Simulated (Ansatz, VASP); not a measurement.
# Hf4CN (CN/Hf(0001)): VASP beside Ansatz

Wanted: the spread between two codes on one cell, functional and k mesh. Of the first pair: The cell is taken from a series of runs on this material, whose earlier steps may have relaxed, scaled, displaced or heated it; both programs get it as it stands.

Calculated with Ansatz 0.2.0; plane waves, with VASP 6.6.1 beside it; single point at PBE.

**1. The starting structure**

The cell holds 6 atoms: 4 Hf, 1 C and 1 N. Cell: a = 3.200 Å, b = 3.200 Å, c = 24.473 Å, α = 90.0°, β = 90.0°, γ = 60.0°. Vacuum lies along c.

**2. Ansatz: single point, PBE, pair 1**

Ansatz runs on its default PAW (the set named soft_2) files.

With cell and atoms fixed, the geometry can't cause a difference; cores, projectors, grids and the points listed under the comparison can.

input.yaml reads:

```yaml
crystal:
  lattice:
    - [3.2, 0.0, 0.0]
    - [1.6, 2.7712812921, 0.0]
    - [0.0, 0.0, 24.4726487535]
  atoms:
    - { symbol: Hf, position: [0.6666666667, 0.6666666667, 0.2860336072] }
    - { symbol: Hf, position: [0.0, 0.0, 0.3894633595] }
    - { symbol: Hf, position: [0.6666666667, 0.6666666667, 0.4968568486] }
    - { symbol: Hf, position: [0.0, 0.0, 0.5970485068] }
    - { symbol: C, position: [0.3333333333, 0.3333333333, 0.65811538] }
    - { symbol: "N", position: [0.3333333333, 0.3333333333, 0.706561726] }
kpoints:
  mp_grid: { grid: [11, 11, 1] }
hamiltonian:
  xc: pbe
scf:
  occupations: { method: fermi_dirac, width: 0.1 }
efield:
  axis: 3
  dipole_correction: true
  ramp_width: 0.05
output:
  forces: true
  write_potential: true
  write_density: true
  volumetric_format: npy
  elf: true
```

The run is started by

```sh
$ ansatz run input.yaml --threads 4 --pin off --max-ram 8192MiB --backend cpu --events-out ev --progress --plain --runs-dir out
```

Numbers of over 12 decimals in the logs are rounded to 6 here.

Log:

```text
Engine: ansatz 0.2.0, aarch64-unknown-linux-gnu
Pseudopotentials: kind: paw
Pseudopotential: Hf, paw, valence charge 26, recommended cutoff 420 eV (normal), Hf.paw.azcp
Pseudopotential: C, paw, valence charge 4, recommended cutoff 420 eV (normal), C.paw.azcp
Pseudopotential: N, paw, valence charge 5, recommended cutoff 420 eV (normal), N.paw.azcp
Functional definition: PBE
  parameter kappa = 0.804
  parameter beta = 0.066725
  exchange = pbe_x(kappa = kappa, mu = beta*pi^2/3)
  correlation = pbe_c(beta = beta)
Crystal: 6 atoms, lattice volume = 217.026 Å³
Basis set: ecut = 420 eV, 4269 PW (Γ), exchange–correlation on 48×48×360 points (8 copies of the dense FFT grid, shifted against one another)
Bands: 68, of which v1, the nominal top of the filled ones, is band 57 counted from 1 (56 counted from 0)
Symmetry: 6 space group operations
Space group: P3m1 (ITA 156), of the structure as read, at distance tolerance 6.0e-5 Å
k-points: 16 of 121 (time reversal used)
Non-local potential: Hf, projectors of the file, l = 0: 3, l = 1: 2, l = 2: 2, l = 3: 3
Non-local potential: C, projectors of the file, l = 0: 2, l = 1: 2, l = 2: 1
Non-local potential: N, projectors of the file, l = 0: 2, l = 1: 2, l = 2: 1
PAW form: soft (Blöchl's): semilocal exchange-correlation on the pseudo side does not see the compensation charge
PAW one-centre angular grid: Hf, 590 points (default); XC on 64 Gauss nodes
PAW one-centre angular grid: C, 110 points (default); XC on 64 Gauss nodes
PAW one-centre angular grid: N, 110 points (default); XC on 64 Gauss nodes
Initial density: superposition of atomic densities (neutral atoms: chi_scale 0, normalization atom), corrected by the library's trained network
Initial wavefunctions: pseudopotential atomic-orbital guess
Functional: x = pbe(κ = 0.804, μ = 0.219515), c = pbe(β = 0.066725)
SCF iter   1: F=—  HF=-63518.598782 eV  |F-HF|=—  |Δ(HF+E_count)|=         —  Δρ=1.03e-2  dr2=8.79e0  ethr=1.77e-3  p=-0.104 e·Å  D=-8.71e-2 V/Å  ΔV_dip=2.13 eV  dr2_dipole=6.05e0  V_vac-E_F(+/−)=6.74/4.61 eV  ⟨swp⟩=6.1  Hψ=4165  notcnv=0
efield: sawtooth ramp at fractional position 0.9713 (placed from the atoms, in the widest stretch of the axis that holds none; the zero of the levels goes with the place), width 0.0500; the density the first Hamiltonian is built on has a dipole p = -0.104 e·Å; the dipole correction subtracts the counter field D = -8.71e-2 V/Å, which shifts the + side's vacuum level by +2.13 eV against the − side's; the planar-averaged density in the ramp window peaks in size at 8.6e-5 e/Å³
preconditioner: auto → LDOS  [metal: Δε(μ)=0.008 eV  Ē_g=16.558 eV  σ=0.100 eV  W_gap=0.02  n_scr=60 (ndim 8)  ℏωp=25.8 eV  f_vac=0.469  D(μ)=5.37/eV (n_scr^D=16)  β→1.0]
SCF iter   2: F=—  HF=-63518.497678 eV  |F-HF|=—  |Δ(HF+E_count)|=   1.01e-1  Δρ=4.87e-3  dr2=1.04e-1  ethr=1.77e-3  p=-0.151 e·Å  D=-1.26e-1 V/Å  ΔV_dip=3.08 eV  dr2_dipole=1.33e-2  V_vac-E_F(+/−)=7.38/4.31 eV  ⟨swp⟩=2.0  Hψ=1397  notcnv=0  defer=2
SCF iter   3: F=—  HF=-63518.503588 eV  |F-HF|=—  |Δ(HF+E_count)|=   5.91e-3  Δρ=5.15e-3  dr2=9.96e-2  ethr=9.25e-5  p=-0.143 e·Å  D=-1.19e-1 V/Å  ΔV_dip=2.92 eV  dr2_dipole=1.26e-3  V_vac-E_F(+/−)=7.28/4.36 eV  ⟨swp⟩=2.6  Hψ=1948  notcnv=0  defer=2
SCF iter   4: F=—  HF=-63518.486496 eV  |F-HF|=—  |Δ(HF+E_count)|=   1.71e-2  Δρ=5.00e-4  dr2=7.20e-4  ethr=8.81e-5  p=-0.147 e·Å  D=-1.23e-1 V/Å  ΔV_dip=3.00 eV  dr2_dipole=1.36e-4  V_vac-E_F(+/−)=7.36/4.35 eV  ⟨swp⟩=2.0  Hψ=2053  notcnv=0  defer=4
SCF iter   5: F=—  HF=-63518.486719 eV  |F-HF|=—  |Δ(HF+E_count)|=   2.23e-4  Δρ=1.81e-4  dr2=1.09e-4  ethr=6.37e-7  p=-0.147 e·Å  D=-1.23e-1 V/Å  ΔV_dip=3.01 eV  dr2_dipole=6.08e-6  V_vac-E_F(+/−)=7.36/4.35 eV  ⟨swp⟩=3.0  Hψ=1841  notcnv=0  defer=4
SCF iter   6: F=—  HF=-63518.486763 eV  |F-HF|=—  |Δ(HF+E_count)|=   4.37e-5  Δρ=6.19e-5  dr2=1.37e-5  ethr=9.63e-8  p=-0.147 e·Å  D=-1.23e-1 V/Å  ΔV_dip=3.00 eV  dr2_dipole=2.56e-6  V_vac-E_F(+/−)=7.36/4.36 eV  ⟨swp⟩=2.0  Hψ=1723  notcnv=0  defer=4
SCF iter   7: F=—  HF=-63518.486624 eV  |F-HF|=—  |Δ(HF+E_count)|=   1.38e-4  Δρ=2.58e-5  dr2=3.20e-6  ethr=1.22e-8  p=-0.147 e·Å  D=-1.23e-1 V/Å  ΔV_dip=3.00 eV  dr2_dipole=8.34e-7  V_vac-E_F(+/−)=7.36/4.36 eV  ⟨swp⟩=2.5  Hψ=2013  notcnv=0  defer=4
SCF iter   8: F=—  HF=-63518.486626 eV  |F-HF|=—  |Δ(HF+E_count)|=   2.06e-6  Δρ=1.09e-5  dr2=3.64e-7  ethr=2.83e-9  p=-0.147 e·Å  D=-1.23e-1 V/Å  ΔV_dip=3.00 eV  dr2_dipole=3.13e-9  V_vac-E_F(+/−)=7.36/4.36 eV  ⟨swp⟩=2.4  Hψ=2005  notcnv=0  defer=4
SCF iter   9: F=-63518.486627 eV  HF=-63518.486627 eV  |F-HF|=1.51e-7  |Δ(HF+E_count)|=   8.31e-7  Δρ=4.27e-6  dr2=5.05e-8  ethr=8.85e-11  p=-0.147 e·Å  D=-1.23e-1 V/Å  ΔV_dip=3.00 eV  dr2_dipole=1.70e-10  V_vac-E_F(+/−)=7.36/4.36 eV  ⟨swp⟩=15.9  Hψ=10600  notcnv=0
SCF 1 converged in 9 iterations: F = -63518.486627 eV  dr2 = 5.05e-8
  greatest PAW one-centre occupation: 0.999 electrons in one spin orbital (limit 2), on the Hf atom at site 0 (counted from 0), in its partial waves of l = 0
WARN: The input density's exchange-correlation potential varies sharply where the density is thin. Do not read a vacuum level from v_tot or v_xc, or from such a field of the output density. On a cell that repeats whose density bears no net charge and no dipole along the vacuum's axis use v_es (v_loc + v_h of the components); under efield.dipole_correction with no amplitude use v_es + v_field, which holds any external [...]
SCF converged after 9 iterations
Free energy (F): -63518.486627 eV
Harris-Foulkes:  -63518.486627 eV  (|F-HF|=1.51e-7)
Internal energy: -63518.327481 eV  (E = F + TS)
E sigma→0 (E₀):  -63518.407054 eV
Entropy (-TS):   -0.159146 eV (-26.524 meV/atom)
Fermi energy:    5.745108 eV
Dipole field:    D = -0.122630 V/Å  (p = -0.147078 e·Å, saw-weighted, corrected)
Work function:   Φ+ = 7.3608 eV   Φ− = 4.3596 eV
Levels:          The Fermi level and band energies are counted from a zero that moves with the ramp; work functions are not
--- Per-component energies (eV) ---
  E_band       = -1356.438613
  E_kinetic    = 1906.460554
  E_local      = -180987.419569  (includes V_loc(G=0)·N_el)
  E_nonlocal   = -4901.579885
  E_hartree    = 89083.825613
  E_xc         = -1303.918102
  E_vxc        = -1194.182174  (∫ρ·V_xc dr)
  E_paw        = -27936.473564  (= ΣΔE_a)
  E_vpaw       = 5664.329748  (= ΣTr[D̂ρ^β])
  E_aug_tail   = 0.000094  (compensation charges beyond the density's cutoff)
  E_efield     = 0.009018  (sawtooth field / dipole correction)
  E_vefield    = -11.721920  (∫n·V_field dr)
  E_ewald      = 60620.768360
  E_smearing   = -0.159146  (= −TS)
  E_closure    = -0.000000  (closes the sum)
  Σ components = -63518.486627   (vs F -63518.486627, Δ=0.00e0)
--- Forces (eV/Å), atoms counted from 1 ---
  atom   1  Hf     0.00000000     0.00000000     0.64406250
  atom   2  Hf    -0.00000000    -0.00000000    -0.64319167
  atom   3  Hf     0.00000000     0.00000000    -0.00023663
  atom   4  Hf    -0.00000000    -0.00000000    -0.00012779
  atom   5  C     -0.00000000     0.00000000     0.00521220
  atom   6  N     -0.00000000    -0.00000000    -0.00567597
  max |Σ_I F_I| component: 4.26e-5 eV/Å
--- Band table (eV; the first three rows and the last of 16) ---
  k-point 0: bands = [... 53 lower, 5.6006, 6.0032, 6.3595, 6.6058, 6.6058, 6.9199, 6.9199, 6.9270, ... 7 higher]
  k-point 1: bands = [... 53 lower, 5.4875, 5.8368, 6.2664, 6.4288, 6.5454, 6.7710, 6.8838, 7.1127, ... 7 higher]
  k-point 2: bands = [... 53 lower, 5.0812, 5.4443, 5.7291, 5.9967, 6.3644, 6.7151, 6.9860, 7.1629, ... 7 higher]
  k-point 15: bands = [... 53 lower, 4.3956, 4.8104, 4.8530, 5.5756, 5.7092, 5.9135, 5.9943, 6.2549, ... 7 higher]
```

In the SCF lines HF is the Harris–Foulkes energy and dr2 the Hartree energy of the density residual, in eV; the loop may stop once dr2 is under the threshold and the program's other checks hold. Hψ counts applications of the Hamiltonian.

**3. VASP: single point, PBE, pair 1**

The same cell, functional, mesh and smearing now go to VASP, with its own data sets.

Lines of VASP's logs that name or quote its potential files are left out, and so is its time.

INCAR reads:

```
SYSTEM = Hf4CN
PREC = Accurate
ENCUT = 520
EDIFF = 1E-06
NELM = 120
ISMEAR = -1
SIGMA = 0.1
LREAL = .FALSE.
ALGO = Normal
GGA = PE
NBANDS = 30
LASPH = .TRUE.
LORBIT = 11
LWAVE = .FALSE.
LCHARG = .FALSE.
ISIF = 2
LDIPOL = .TRUE.
IDIPOL = 3
DIPOL = 0.5 0.5 0.532
LVHAR = .TRUE.
GGA_COMPAT = .FALSE.
NELMDL = -8
KPAR = 2
```

POSCAR reads:

```
Hf4CN
1.0
    3.2000000000      0.0000000000      0.0000000000
    1.6000000000      2.7712812921      0.0000000000
    0.0000000000      0.0000000000     24.4726487535
Hf C N
4 1 1
Direct
    0.6666666666      0.6666666666      0.2860336072
    1.0000000000      1.0000000000      0.3894633595
    0.6666666666      0.6666666666      0.4968568486
    1.0000000000      1.0000000000      0.5970485068
    0.3333333333      0.3333333333      0.6581153800
    0.3333333333      0.3333333333      0.7065617260
```

KPOINTS reads:

```
Automatic mesh
0
Gamma
11 11 1
0 0 0
```

The projector-augmented-wave data sets are Hf_pv, C and N (PBE family, release 64).

The run is started by

```sh
$ mpirun -np 2 vasp_std
```

Log:

```text
[banner, memory and clock lines left out]
running    2 mpi-ranks, on    1 nodes
 distrk:  each k-point on    1 cores,    2 groups
 distr:  one band on    1 cores,    1 groups

 POSCAR found type information on POSCAR HfC N
 POSCAR found :  3 types and       6 ions
 LDA part: xc-table for (Slater+PW92), standard interpolation
 POSCAR, INCAR and KPOINTS ok, starting setup
 FFT: planning ... GRIDC
 FFT: planning ... GRID_SOFT
 FFT: planning ... GRID
 WAVECAR not read
 entering main loop
       N       E                     dE             d eps       ncg     rms          rms(c)
DAV:   1     0.223292082410E+03    0.22329E+03   -0.26556E+04  1256   0.140E+03
DAV:   2    -0.391461451235E+02   -0.26244E+03   -0.25344E+03  1178   0.323E+02
DAV:   3    -0.591365239990E+02   -0.19990E+02   -0.19401E+02  1202   0.648E+01
DAV:   4    -0.601682502316E+02   -0.10317E+01   -0.10108E+01  1368   0.139E+01
DAV:   5    -0.602062284403E+02   -0.37978E-01   -0.37351E-01  1340   0.230E+00
DAV:   6    -0.602083362621E+02   -0.21078E-02   -0.20946E-02  1392   0.399E-01
DAV:   7    -0.602084827513E+02   -0.14649E-03   -0.14626E-03  1366   0.722E-02
DAV:   8    -0.602084971099E+02   -0.14359E-04   -0.14337E-04  1264   0.153E-02    0.901E+01
DAV:   9    -0.138568851878E+03   -0.78360E+02   -0.63253E+02  1432   0.698E+01    0.122E+02
DAV:  10    -0.116199484834E+03    0.22369E+02   -0.25505E+03  1614   0.637E+01    0.726E+01
DAV:  11    -0.684323975255E+02    0.47767E+02   -0.65349E+02  1344   0.711E+01    0.475E+01
DAV:  12    -0.602016104997E+02    0.82308E+01   -0.10463E+02  1302   0.337E+01    0.277E+01
DAV:  13    -0.576164249399E+02    0.25852E+01   -0.17942E+01  1356   0.163E+01    0.235E+01
DAV:  14    -0.594906540449E+02   -0.18742E+01   -0.47333E+00  1352   0.741E+00    0.239E+01
[...]
DAV:  46    -0.553815221111E+02   -0.19593E-04   -0.37944E-05  1232   0.287E-02    0.427E-02
DAV:  47    -0.553815343723E+02   -0.12261E-04   -0.14367E-05  1222   0.185E-02    0.330E-02
DAV:  48    -0.553815388724E+02   -0.45001E-05   -0.32894E-06   920   0.772E-03    0.296E-02
DAV:  49    -0.553815511293E+02   -0.12257E-04   -0.46934E-06  1024   0.862E-03    0.170E-02
DAV:  50    -0.553815544576E+02   -0.33283E-05   -0.83366E-07   782   0.418E-03    0.185E-02
DAV:  51    -0.553815606772E+02   -0.62196E-05   -0.15384E-06   884   0.445E-03    0.153E-02
DAV:  52    -0.553815618099E+02   -0.11326E-05   -0.45860E-07   664   0.320E-03    0.117E-02
DAV:  53    -0.553815617933E+02    0.16593E-07   -0.18633E-07   606   0.238E-03
   1 F= -.55381562E+02 E0= -.55302014E+02  d E =-.159095E+00
```

From OUTCAR (step 3):

```text
ion  position               nearest neighbor table
   1  0.667  0.667  0.286-   2 3.13   2 3.13   2 3.13
   2  0.000  0.000  0.389-   1 3.13   1 3.13   1 3.13   3 3.21   3 3.21   3 3.21
   3  0.667  0.667  0.497-   4 3.07   4 3.07   4 3.07   2 3.21   2 3.21   2 3.21
   4  0.000  0.000  0.597-   5 2.38   5 2.38   5 2.38   3 3.07   3 3.07   3 3.07
   5  0.333  0.333  0.658-   6 1.19   4 2.38   4 2.38   4 2.38
   6  0.333  0.333  0.707-   5 1.19

  LATTYP: Found a hexagonal cell.
 ALAT       =     3.2000000000
 C/A-ratio  =     7.6477027355

 Subroutine GETGRP returns: Found  6 space group operations
 (whereof  6 operations were pure point group operations)

The static configuration has the point symmetry C_3v.

 Found     16 irreducible k-points:

   k-points           NKPTS =     16   k-points in BZ     NKDIM =     16   number of bands    NBANDS=     30

   dimension x,y,z NGX =    24 NGY =   24 NGZ =  192
   dimension x,y,z NGXF=    48 NGYF=   48 NGZF=  384

   ENCUT  =  520.0 eV  38.22 Ry    6.18 a.u.   5.95  5.95 45.50*2*pi/ulx,y,z

   NELECT =      49.0000    total number of electrons

 k-points in reciprocal lattice and weights: Automatic mesh
   0.00000000  0.00000000  0.00000000       0.008
   0.09090909  0.00000000  0.00000000       0.050
   0.18181818  0.00000000  0.00000000       0.050
   0.27272727  0.00000000  0.00000000       0.050
   0.36363636 -0.00000000  0.00000000       0.050
   0.45454545  0.00000000  0.00000000       0.050
   0.18181818  0.09090909  0.00000000       0.050
   0.27272727  0.09090909  0.00000000       0.099
   0.36363636  0.09090909  0.00000000       0.099
[...]
-0.45454545  0.27272727  0.00000000       0.050
  -0.36363636  0.27272727  0.00000000       0.050

 dipolmoment           0.000000      0.000000      0.148776 electrons x Angstroem

 average (electrostatic) potential at core
       1 -43.4401       2 -43.0370       3 -42.9456       4 -43.2485       5 -55.7360
       6 -70.1680

 E-fermi :  -0.7434

 k-point     1 :       0.0000    0.0000    0.0000
  band No.  band energies     occupation
    ...
     18      -4.7717      2.00000
     19      -4.2879      2.00000
     20      -4.2879      2.00000
     21      -2.4020      2.00000
     22      -0.8900      1.62499
     23      -0.4826      0.13726
     24      -0.1294      0.00430
     25       0.1262      0.00033
     26       0.1262      0.00033
     27       0.4404      0.00001
    ...

 k-point     2 :       0.0909    0.0000    0.0000
  band No.  band energies     occupation
    ...
     19      -4.4652      2.00000
     20      -4.3233      2.00000
     21      -2.4664      2.00000
     22      -1.0022      1.86012
     23      -0.6501      0.56455
     24      -0.2213      0.01075
     25      -0.0582      0.00211
     26       0.0618      0.00064
     27       0.2898      0.00007
     28       0.4008      0.00002
    ...

 k-point     3 :       0.1818    0.0000    0.0000
  band No.  band energies     occupation
    ...
     20      -3.9414      2.00000
     21      -2.5551      2.00000
     22      -1.4065      1.99737
     23      -1.0454      1.90692
     24      -0.7601      1.08337
     25      -0.4917      0.14936
     26      -0.1266      0.00418
     27       0.2276      0.00012
     28       0.4989      0.00001
     29       0.6785      0.00000
    ...

  Total        0.4495451      0.4495451     -1.5493992      0.0000000     -0.0000000     -0.0000000
  in kB        3.3187330      3.3187330    -11.4383227      0.0000000     -0.0000000     -0.0000000
  external PRESSURE =      -1.6002856 kB  Pullay stress =       0.0000000 kB

  energy-cutoff  :      520.00
  volume of cell :      217.03
      direct lattice vectors                 reciprocal lattice vectors
     3.200000000  0.000000000  0.000000000     0.312500000 -0.180421959  0.000000000
     1.600000000  2.771281292  0.000000000     0.000000000  0.360843918  0.000000000
     0.000000000  0.000000000 24.472648753     0.000000000  0.000000000  0.040861944

 POSITION                                       TOTAL-FORCE (eV/Angst)
 -----------------------------------------------------------------------------------
      3.20000      1.84752      7.00000         0.000000      0.000000      0.681273
      0.00000      0.00000      9.53120         0.000000      0.000000     -0.660470
      3.20000      1.84752     12.15940         0.000000      0.000000      0.013400
      0.00000      0.00000     14.61136         0.000000      0.000000      0.002322
      1.60000      0.92376     16.10583        -0.000000     -0.000000     -0.379040
      1.60000      0.92376     17.29144        -0.000000      0.000000      0.342514
 -----------------------------------------------------------------------------------
    total drift:                                0.000000      0.000000      0.000166

  FREE ENERGIE OF THE ION-ELECTRON SYSTEM (eV)
  ---------------------------------------------------
  free  energy   TOTEN  =       -55.3815617933 eV

  energy  without entropy=      -55.2224667475  energy(sigma->0) =      -55.30201427

 vacuum level on the upper side and lower side of the slab         6.652         3.616

 total charge
# of ion       s       p       d       tot
------------------------------------------
    1        0.409   6.264   1.482   8.155
    2        0.387   6.380   1.518   8.286
    3        0.390   6.401   1.536   8.326
    4        0.361   6.465   1.547   8.373
    5        0.939   1.741   0.000   2.679
    6        1.360   2.367   0.000   3.727
--------------------------------------------------
tot          3.846  29.618   6.082  39.546

[... 3 further parts left out ...]
```

**4. Differences**

Known differences besides the potentials themselves: the data sets hold 113 valence electrons in Ansatz (on its default PAW (the set named soft_2) files) and 49 in VASP; the cutoff is 420 eV in Ansatz and 520 eV in VASP. Total energies have different zeros and are not compared.

Compared:

| quantity | Ansatz | VASP | difference |
| --- | --- | --- | --- |
| work function, lower of the two faces (eV) | 4.36 | 4.36 | 0.00 |
| work function, higher of the two faces (eV) | 7.36 | 7.40 | -0.03 |

Forces (eV/Å; atoms numbered as in POSCAR):

```
atom        Ansatz x, y, z          VASP x, y, z
 Hf1   0.000, 0.000, 0.644   0.000, 0.000, 0.681
 Hf2  0.000, 0.000, -0.643  0.000, 0.000, -0.660
 Hf3   0.000, 0.000, 0.000   0.000, 0.000, 0.013
 Hf4   0.000, 0.000, 0.000   0.000, 0.000, 0.002
  C5   0.000, 0.000, 0.005  0.000, 0.000, -0.379
  N6  0.000, 0.000, -0.006   0.000, 0.000, 0.343
```

The forces differ by 123 meV/Å r.m.s., which is 48.3 % of the r.m.s. force of 0.254 eV/Å (both taken over all components). With vacuum in the cell, a pressure given here is an average over mostly empty space and none of the material.

**5. Further runs**

Further runs change the set-up of one program: Ansatz's method, potentials or start, or VASP's data sets, cutoff or form of LDA. The table gives Ansatz less VASP for each quantity, since a change that brings one quantity closer may part another.

```csv
run,r.m.s. force difference (meV/Å),"work function, lower of the two faces (eV)","work function, higher of the two faces (eV)"
as above,123,2.3e-4,-0.035
"VASP with the data sets Hf_sv, C and N",119,0.0020,-0.033
```

[end of part 1 of 2]

[Lines on the potential files, build, host, timing and source positions are cut from VASP's logs without a mark.]

[Logs are printed without paths, hosts, clocks, repeated set-up lines and the standing remarks that a program may print on its own settings, such as how far it seeks lower states.]

[Hosts, paths, dates, database ids (printed as entryN), source tags and the programs' standing remarks are cut or masked in the printed files.]
